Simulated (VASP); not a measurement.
An input for Ansatz (written as the equivalent of a VASP run, and not itself run):

Ansatz 0.2 input:
```yaml
crystal:
  lattice:
    - [2.5929393, 0.0000000, 0.0000000]
    - [0.0000000, 2.5929393, 0.0000000]
    - [0.0000000, 0.0000000, 2.5929393]
  atoms:
    - { symbol: Al, position: [0.0000000, 0.0000000, 0.0000000] }
    - { symbol: N, position: [0.5000000, 0.5000000, 0.5000000] }
kpoints:
  mp_grid: { grid: [13, 13, 13] }
hamiltonian:
  xc: pbesol
  pseudopotentials: { kind: paw }
scf:
  occupations: { method: methfessel_paxton, width: 0.1 }
  max_iter: 100
relax:
  max_steps: 60
  f_tol: 0.01
  cell: {}
output: { forces: true, stress: true, eigenvalues: true }
```

Problem. Translate this input to VASP (INCAR, KPOINTS, POSCAR, choice of POTCAR).

Solution. This is not unique; one that fits is 
POSCAR:
```
AlN
1
    2.5929393069     0.0000000000     0.0000000000
    0.0000000000     2.5929393069     0.0000000000
   -0.0000000000    -0.0000000000     2.5929393069
Al N
1 1
Direct
  0.0000000000   0.0000000000   0.0000000000
  0.5000000000   0.5000000000   0.5000000000
```

**INCAR**
```
SYSTEM = AlN
IBRION = 2   ! conjugate gradients
SIGMA = 0.1   ! width (eV)
NELM = 100   ! most electronic steps
ALGO = Normal   ! blocked Davidson
ENCUT = 520   ! plane-wave cut-off (eV)
GGA = PS   ! PBEsol
ISIF = 3
LCHARG = F
LREAL = F
EDIFFG = -0.01   ! ionic stop
NSW = 60
LASPH = T   ! aspherical one-centre terms
LWAVE = F
EDIFF = 1E-6   ! SCF stop (eV)
PREC = Accurate
ISMEAR = 1
```

**KPOINTS**
```
Automatic mesh
0
Gamma
13 13 13
0 0 0
```

POTCAR, in this order: Al N (PBE.64 set). Program: vasp_std.

The two are equivalent in intent, not identical: each code has its own PAW files, so the cut-off isn't converted (ENCUT is set for VASP's; basis.ecutwfc is left out, and Ansatz then takes the one that its files recommend); Ansatz stops its SCF on the density residual and VASP on the energy change (EDIFF).

The structure was generated: AlN was put into the CsCl type type (Pm-3m), which need not be its known phase. This run relaxes it. Symmetry was kept, so distortions that lower it aren't found. The start is the result of an earlier pass.
